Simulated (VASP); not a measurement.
# Ta2CoO6 with LDA + U: from relaxation to properties, part 8 of 8

Aim: relax Ta2CoO6 with LDA + U, compute its properties on that cell and hold them against experiment. The start is a cell from a database of measured crystal structures.

VASP 6.6.1; LDA, DFT+U (Co d 4 eV), spin-polarised from a ferromagnetic start; plane waves and PAW (Ta_pv, Co, O).

Still holding for the runs below: The magnetic state follows from one typed start and may not be the lowest.

So far, gap on the k-mesh (eV): step 2 (relaxing cell and atoms (LDA + U)) 2.56; step 6 (total and projected DOS (LDA + U)) 2.51. The relaxed cell has a = 4.701, c = 9.013 Å (conventional setting).

### 8. Core levels (LDA + U)

Core levels shift with the potential at each site, so they tell like atoms on unlike sites apart.

Contents of INCAR:

```
SYSTEM = Ta2CoO6
PREC = Accurate
ENCUT = 520
EDIFF = 1E-06
NELM = 100
ISMEAR = 0
SIGMA = 0.05
LREAL = .FALSE.
ALGO = Normal
GGA = CA
NBANDS = 98
ISPIN = 2
MAGMOM = 0.026 0.026 0.026 0.026 2.689 2.689 0.029 0.029 0.029 0.029 0.035 0.035 0.035 0.035 0.035 0.035 0.035 0.035
LDAU = .TRUE.
LDAUTYPE = 2
LDAUL = -1 2 -1
LDAUU = 0 4 0
LDAUJ = 0 0 0
LDAUPRINT = 1
LASPH = .TRUE.
LMAXMIX = 4
LORBIT = 11
LWAVE = .FALSE.
LCHARG = .FALSE.
KPAR = 8
ICORELEVEL = 1
```

Contents of POSCAR:

```
Ta2CoO6
1.0
    4.7009886135      0.0000000000      0.0000000000
    0.0000000000      4.7009886135      0.0000000000
    0.0000000000      0.0000000000      9.0130363891
Ta Co O
4 2 12
Direct
    0.0000000000      0.0000000000      0.3307636341
    0.5000000000      0.5000000000      0.8307636341
    0.5000000000      0.5000000000      0.1692363659
    0.0000000000      0.0000000000      0.6692363659
    0.0000000000      0.0000000000      0.0000000000
    0.5000000000      0.5000000000      0.5000000000
    0.3074331901      0.3074331901      0.0000000000
    0.1925668099      0.8074331901      0.5000000000
    0.6925668099      0.6925668099      0.0000000000
    0.8074331901      0.1925668099      0.5000000000
    0.2966403633      0.2966403633      0.3267850621
    0.2033596367      0.7966403633      0.8267850621
    0.7033596367      0.7033596367      0.3267850621
    0.7966403633      0.2033596367      0.8267850621
    0.7966403633      0.2033596367      0.1732149379
    0.7033596367      0.7033596367      0.6732149379
    0.2033596367      0.7966403633      0.1732149379
    0.2966403633      0.2966403633      0.6732149379
```

Contents of KPOINTS:

```
Automatic mesh
0
Gamma
5 5 3
0 0 0
```

PAW data sets: Ta_pv, Co and O (LDA family, release 64).

The run is started by

```console
> mpirun -np 8 vasp_std
```

Log:

```text
[... set-up lines as in an earlier step ...]
 entering main loop
       N       E                     dE             d eps       ncg     rms          rms(c)
DAV:   1     0.153892999002E+04    0.15389E+04   -0.64644E+04  4704   0.147E+03
DAV:   2    -0.179774570005E+01   -0.15407E+04   -0.14138E+04  4952   0.439E+02
DAV:   3    -0.197769426322E+03   -0.19597E+03   -0.18658E+03  5158   0.163E+02
DAV:   4    -0.205956323048E+03   -0.81869E+01   -0.80221E+01  5632   0.359E+01
DAV:   5    -0.206177087495E+03   -0.22076E+00   -0.21979E+00  6360   0.590E+00    0.785E+01
DAV:   6    -0.177390297360E+03    0.28787E+02   -0.13482E+02  6736   0.679E+01    0.445E+01
DAV:   7    -0.175787385510E+03    0.16029E+01   -0.25284E+01  6312   0.643E+01    0.311E+01
DAV:   8    -0.176368577330E+03   -0.58119E+00   -0.54169E+00  6288   0.113E+01    0.129E+01
DAV:   9    -0.176205053594E+03    0.16352E+00   -0.90310E-01  6744   0.115E+01    0.310E+00
DAV:  10    -0.176265126512E+03   -0.60073E-01   -0.34869E-01  6232   0.229E+00    0.928E-01
DAV:  11    -0.176271306223E+03   -0.61797E-02   -0.20770E-02  6256   0.118E+00    0.488E-01
DAV:  12    -0.176276044471E+03   -0.47382E-02   -0.39542E-03  6584   0.457E-01    0.231E-01
DAV:  13    -0.176277031023E+03   -0.98655E-03   -0.22135E-03  6328   0.312E-01    0.108E-01
DAV:  14    -0.176277322878E+03   -0.29186E-03   -0.48826E-04  6416   0.159E-01    0.565E-02
DAV:  15    -0.176277382839E+03   -0.59961E-04   -0.14399E-04  6200   0.678E-02    0.284E-02
DAV:  16    -0.176277390761E+03   -0.79219E-05   -0.23184E-05  6320   0.360E-02    0.144E-02
DAV:  17    -0.176277392318E+03   -0.15568E-05   -0.33135E-06  5000   0.134E-02    0.740E-03
DAV:  18    -0.176277392544E+03   -0.22636E-06   -0.80924E-07  3352   0.524E-03
   1 F= -.17627739E+03 E0= -.17627739E+03  d E =-.802638E-22  mag=     6.0000
```

Run time: 2.2 min. Hardware: 8 MPI ranks of Intel Xeon Platinum 8259CL at 2.50GHz (Skylake/Cascade Lake), shared host; peak memory 3.8 GiB; 14 min of CPU time.

OUTCAR, selected parts (step 8):

```text
   k-points           NKPTS =     12   k-points in BZ     NKDIM =     12   number of bands    NBANDS=     98

   NELECT =     134.0000    total number of electrons

atom =   5  type =  2  l = 2

 onsite density matrix

spin component  1

spin component  2

  0.5934  0.0000  0.3935  0.0000  0.0000
  0.0000  0.5597  0.0000  0.3985  0.0000
  0.3935  0.0000  0.5032  0.0000 -0.0000
  0.0000  0.3985  0.0000  0.5597  0.0000
  0.0000  0.0000 -0.0000  0.0000  0.0438

 occupancies and eigenvectors

  o =  0.0438  v =  0.0000  0.0000  0.0000  0.0000  0.0000 -0.0000  0.0000  0.0000 -0.0000  1.0000      0.0000  0.0000  0.0000  0.0000  0.0000  0.0000  0.0000  0.0000  0.0000  0.0000
  o =  0.1522  v =  0.0000  0.0000  0.0000  0.0000  0.0000 -0.6656  0.0000  0.7463 -0.0000 -0.0000      0.0000  0.0000  0.0000  0.0000  0.0000  0.0000  0.0000  0.0000  0.0000  0.0000
  o =  0.1613  v =  0.0000  0.0000  0.0000  0.0000  0.0000  0.0000  0.7071 -0.0000 -0.7071 -0.0000      0.0000  0.0000  0.0000  0.0000  0.0000  0.0000  0.0000  0.0000  0.0000  0.0000
  o =  0.9444  v =  0.0000  0.0000  0.0000  0.0000  0.0000 -0.7463 -0.0000 -0.6656 -0.0000  0.0000      0.0000  0.0000  0.0000  0.0000  0.0000  0.0000  0.0000  0.0000  0.0000  0.0000
  o =  0.9582  v =  0.0000  0.0000  0.0000  0.0000  0.0000 -0.0000  0.7071 -0.0000  0.7071  0.0000      0.0000  0.0000  0.0000  0.0000  0.0000  0.0000  0.0000  0.0000  0.0000  0.0000
  o =  0.9615  v = -0.6443  0.0000 -0.7648  0.0000 -0.0000  0.0000  0.0000  0.0000  0.0000  0.0000      0.0000  0.0000  0.0000  0.0000  0.0000  0.0000  0.0000  0.0000  0.0000  0.0000
  o =  0.9680  v =  0.0000  0.7071  0.0000  0.7071 -0.0000  0.0000  0.0000  0.0000  0.0000  0.0000      0.0000  0.0000  0.0000  0.0000  0.0000  0.0000  0.0000  0.0000  0.0000  0.0000
  o =  0.9697  v =  0.0000 -0.0000  0.0000  0.0000 -1.0000  0.0000  0.0000  0.0000  0.0000  0.0000      0.0000  0.0000  0.0000  0.0000  0.0000  0.0000  0.0000  0.0000  0.0000  0.0000
  o =  1.0155  v = -0.7648  0.0000  0.6443  0.0000  0.0000  0.0000  0.0000  0.0000  0.0000  0.0000      0.0000  0.0000  0.0000  0.0000  0.0000  0.0000  0.0000  0.0000  0.0000  0.0000
  o =  1.0168  v =  0.0000 -0.7071  0.0000  0.7071  0.0000  0.0000  0.0000  0.0000  0.0000  0.0000      0.0000  0.0000  0.0000  0.0000  0.0000  0.0000  0.0000  0.0000  0.0000  0.0000

atom =   6  type =  2  l = 2

 onsite density matrix

spin component  1

spin component  2

  0.5934  0.0000 -0.3935  0.0000  0.0000
  0.0000  0.5597  0.0000 -0.3985  0.0000
 -0.3935  0.0000  0.5032  0.0000 -0.0000
  0.0000 -0.3985  0.0000  0.5597  0.0000
  0.0000  0.0000 -0.0000  0.0000  0.0438

 occupancies and eigenvectors

  o =  0.0438  v =  0.0000  0.0000  0.0000  0.0000  0.0000  0.0000  0.0000  0.0000  0.0000  1.0000      0.0000  0.0000  0.0000  0.0000  0.0000  0.0000  0.0000  0.0000  0.0000  0.0000
  o =  0.1522  v =  0.0000  0.0000  0.0000  0.0000  0.0000 -0.6656  0.0000 -0.7463  0.0000  0.0000      0.0000  0.0000  0.0000  0.0000  0.0000  0.0000  0.0000  0.0000  0.0000  0.0000
  o =  0.1613  v =  0.0000  0.0000  0.0000  0.0000  0.0000  0.0000  0.7071  0.0000  0.7071 -0.0000      0.0000  0.0000  0.0000  0.0000  0.0000  0.0000  0.0000  0.0000  0.0000  0.0000
  o =  0.9444  v =  0.0000  0.0000  0.0000  0.0000  0.0000 -0.7463 -0.0000  0.6656  0.0000 -0.0000      0.0000  0.0000  0.0000  0.0000  0.0000  0.0000  0.0000  0.0000  0.0000  0.0000
  o =  0.9582  v =  0.0000  0.0000  0.0000  0.0000  0.0000 -0.0000  0.7071  0.0000 -0.7071 -0.0000      0.0000  0.0000  0.0000  0.0000  0.0000  0.0000  0.0000  0.0000  0.0000  0.0000
  o =  0.9615  v = -0.6443 -0.0000  0.7648  0.0000 -0.0000  0.0000  0.0000  0.0000  0.0000  0.0000      0.0000  0.0000  0.0000  0.0000  0.0000  0.0000  0.0000  0.0000  0.0000  0.0000
  o =  0.9680  v =  0.0000  0.7071  0.0000 -0.7071 -0.0000  0.0000  0.0000  0.0000  0.0000  0.0000      0.0000  0.0000  0.0000  0.0000  0.0000  0.0000  0.0000  0.0000  0.0000  0.0000
[...]
o =  1.0168  v =  0.0000  0.7071  0.0000  0.7071 -0.0000  0.0000  0.0000  0.0000  0.0000  0.0000      0.0000  0.0000  0.0000  0.0000  0.0000  0.0000  0.0000  0.0000  0.0000  0.0000

 the core state eigenenergies are
   1-  1s -66875.2872  2s -11495.5575  2p -10088.3823  3s  -2627.9492  3p  -2208.4772
       3d  -1717.1673  4s   -528.2326  4p   -390.2820  4d   -213.2231  4f    -16.7331
       5s    -64.2757
   2-  1s -66875.2872  2s -11495.5575  2p -10088.3823  3s  -2627.9492  3p  -2208.4772
       3d  -1717.1673  4s   -528.2326  4p   -390.2820  4d   -213.2231  4f    -16.7331
       5s    -64.2757
   3-  1s -66875.2872  2s -11495.5575  2p -10088.3823  3s  -2627.9492  3p  -2208.4772
       3d  -1717.1673  4s   -528.2326  4p   -390.2820  4d   -213.2231  4f    -16.7331
       5s    -64.2757
   4-  1s -66875.2872  2s -11495.5575  2p -10088.3823  3s  -2627.9492  3p  -2208.4772
       3d  -1717.1673  4s   -528.2326  4p   -390.2820  4d   -213.2231  4f    -16.7331
       5s    -64.2757
   5-  1s  -7544.0281  2s   -883.4745  2p   -756.7923  3s    -89.7344  3p    -53.5855

   6-  1s  -7544.0281  2s   -883.4745  2p   -756.7923  3s    -89.7344  3p    -53.5855

   7-  1s   -497.0009
   8-  1s   -497.0009
   9-  1s   -497.0009
  10-  1s   -497.0009
  11-  1s   -496.9302
  12-  1s   -496.9302
  13-  1s   -496.9302
  14-  1s   -496.9302
  15-  1s   -496.9302
  16-  1s   -496.9302
  17-  1s   -496.9302
  18-  1s   -496.9302

 E-fermi :   3.5332

 spin component 1
 k-point     1 :       0.0000    0.0000    0.0000
  band No.  band energies     occupation
    ...
     66       2.1998      1.00000
     67       2.1998      1.00000
     68       2.8802      1.00000
     69       3.1875      1.00000
     70       3.1875      1.00000
     71       5.9187      0.00000
     72       6.1209      0.00000
     73       6.8012      0.00000
     74       6.8832      0.00000
     75       7.0405      0.00000
    ...

 k-point     2 :       0.2000    0.0000    0.0000
  band No.  band energies     occupation
    ...
     66       2.1895      1.00000
     67       2.7162      1.00000
     68       2.8508      1.00000
     69       2.8968      1.00000
     70       3.0463      1.00000
     71       5.9140      0.00000
     72       6.2453      0.00000
     73       6.7007      0.00000
     74       6.9355      0.00000
     75       7.0645      0.00000
    ...

  Total       -0.0039286     -0.0039286     -0.0505049      0.0000000      0.0000000      0.0000000
  in kB       -0.0316011     -0.0316011     -0.4062509      0.0000000      0.0000000      0.0000000
  external PRESSURE =      -0.1564844 kB  Pullay stress =       0.0000000 kB

 POSITION                                       TOTAL-FORCE (eV/Angst)
 -----------------------------------------------------------------------------------
      0.00000      0.00000      2.98118         0.000000     -0.000000     -0.001861
      2.35049      2.35049      7.48770         0.000000     -0.000000     -0.001861
      2.35049      2.35049      1.52533        -0.000000     -0.000000      0.001861
      0.00000      0.00000      6.03185         0.000000     -0.000000      0.001861
      0.00000      0.00000      0.00000         0.000000     -0.000000      0.000000
      2.35049      2.35049      4.50652         0.000000     -0.000000      0.000000
      1.44524      1.44524      0.00000         0.002636      0.002636      0.000000
      0.90525      3.79573      4.50652        -0.002636      0.002636      0.000000
      3.25575      3.25575      0.00000        -0.002636     -0.002636      0.000000
      3.79573      0.90525      4.50652         0.002636     -0.002636      0.000000
      1.39450      1.39450      2.94533        -0.001657     -0.001657     -0.003108
      0.95599      3.74500      7.45184         0.001657     -0.001657     -0.003108
      3.30649      3.30649      2.94533         0.001657      0.001657     -0.003108
      3.74500      0.95599      7.45184        -0.001657      0.001657     -0.003108
      3.74500      0.95599      1.56119        -0.001657      0.001657      0.003108
      3.30649      3.30649      6.06771         0.001657      0.001657      0.003108
      0.95599      3.74500      1.56119         0.001657     -0.001657      0.003108
      1.39450      1.39450      6.06771        -0.001657     -0.001657      0.003108
 -----------------------------------------------------------------------------------
    total drift:                                0.000000      0.000000     -0.000000

  FREE ENERGIE OF THE ION-ELECTRON SYSTEM (eV)
  ---------------------------------------------------
  free  energy   TOTEN  =      -176.2773925443 eV

  energy  without entropy=     -176.2773925443  energy(sigma->0) =     -176.27739254

[... 11 parts as in an earlier step ...]

[... 12 further parts left out ...]
```

These are scalar-relativistic Kohn-Sham levels of the ground state, with no core hole, so they are not binding energies.

This step gave:

| Item | Value |
| --- | --- |
| bands | 98 |
| irreducible k-points | 12 |
| free energy (TOTEN) | -176.2774 eV |
| Fermi energy | 3.533 eV |
| pressure | -0.01565 GPa |
| valence top at k | 0.2, 0.2, 0.3333 |
| conduction bottom at k | 0.4, 0, 0.3333 |
| least direct gap at k | 0.4, 0, 0.3333 |
| gap on the k-mesh | 2.556 eV |
| least direct gap on the k-mesh | 2.557 eV |

Kohn-Sham core levels. Core levels, by row, the first 40 of 66 rows:

| atom | shell | level below the valence-band top (eV) |
| --- | --- | --- |
| Ta1 | 1s | 66878 |
| Ta1 | 2s | 11499 |
| Ta1 | 2p | 10092 |
| Ta1 | 3s | 2631 |
| Ta1 | 3p | 2212 |
| Ta1 | 3d | 1720 |
| Ta1 | 4s | 531.4 |
| Ta1 | 4p | 393.5 |
| Ta1 | 4d | 216.4 |
| Ta1 | 4f | 19.93 |
| Ta1 | 5s | 67.47 |
| Ta2 | 1s | 66878 |
| Ta2 | 2s | 11499 |
| Ta2 | 2p | 10092 |
| Ta2 | 3s | 2631 |
| Ta2 | 3p | 2212 |
| Ta2 | 3d | 1720 |
| Ta2 | 4s | 531.4 |
| Ta2 | 4p | 393.5 |
| Ta2 | 4d | 216.4 |
| Ta2 | 4f | 19.93 |
| Ta2 | 5s | 67.47 |
| Ta3 | 1s | 66878 |
| Ta3 | 2s | 11499 |
| Ta3 | 2p | 10092 |
| Ta3 | 3s | 2631 |
| Ta3 | 3p | 2212 |
| Ta3 | 3d | 1720 |
| Ta3 | 4s | 531.4 |
| Ta3 | 4p | 393.5 |
| Ta3 | 4d | 216.4 |
| Ta3 | 4f | 19.93 |
| Ta3 | 5s | 67.47 |
| Ta4 | 1s | 66878 |
| Ta4 | 2s | 11499 |
| Ta4 | 2p | 10092 |
| Ta4 | 3s | 2631 |
| Ta4 | 3p | 2212 |
| Ta4 | 3d | 1720 |
| Ta4 | 4s | 531.4 |

Atoms of one element give levels within 0.1 eV of each other.

### 9. Results

```
relaxed volume                                             : 11.07 Å³/atom
relaxed conventional cell a, b, c                          : 4.701, 4.701, 9.013 Å
space group after relaxing, within 0.02 Å                  : P4_2/mnm (No. 136)
moment of the cell (7×7×4 mesh)                            : 6 μB
largest site moment (7×7×4 mesh)                           : 2.69 μB on Co5
band gap                                                   : 2.49 eV, indirect (least direct gap of that run 2.51 eV)
gap among the points of the DOS mesh alone, an upper bound : 2.51 eV
strongest peak of ε2, mean over directions                 : 4.37 eV
ε1 at zero frequency, no local fields, mean                : 6.29
shallowest level of the frozen cores                       : Ta1 4f, 19.9 eV deep
```

In words: With LDA + U, Ta2CoO6 relaxes to 11.07 Å³/atom in space group P4_2/mnm, has an indirect gap of 2.49 eV and keeps moments of up to 2.69 μB (7×7×4 mesh). Against the listed cell the volume lies -3.2 % (a -0.7 %, c -1.7 %). Band structure (LDA + U), spin up: On this path the gap is indirect, 2.69 eV, with the valence top at R and the conduction bottom between Γ and X. The least direct gap is 2.73 eV. Band structure (LDA + U), spin down: On this path the gap is indirect, 2.49 eV, with the valence top between A and Z and the conduction bottom at R. The least direct gap is 2.51 eV. Spin-orbit coupling is left out, and with elements this heavy it would split and shift bands near the edges, and it can change the kind of a small gap. Only the typed magnetic starts were tried, so the magnetic ground state may differ and with it the other results. No search among competing phases was made, and a listed structure need not be the one stable at ambient conditions. All values are for a static lattice at zero temperature.

Computed beside measured:

```
              quantity  measured      LDA, DFT+U
lattice constant a (Å)    4.7375  4.701 (-0.8 %)
lattice constant c (Å)    9.1764  9.013 (-1.8 %)
```

Measured values from arxiv:2104.07804 (2021).

How well it matches: The lattice constant a is off by -0.8 %. The lattice constant c is off by -1.8 %. The magnetic state of these runs (an ordered one) need not be that of the sample, so the match is not graded. For lattice constants the calculation has a static lattice, without zero-point motion or thermal expansion (measured at up to 300 K).

[Lines on the potential files, build, host, timing and source positions are cut from VASP's logs without a mark.]

[Logs are printed without paths, hosts, clocks, repeated set-up lines and the standing remarks that a program may print on its own settings, such as how far it seeks lower states.]

[Hosts, paths, dates, database ids (printed as entryN), source tags and the programs' standing remarks are cut or masked in the printed files.]

[A measured line is paired with the nearest computed mode of its activity, which favours agreement.]
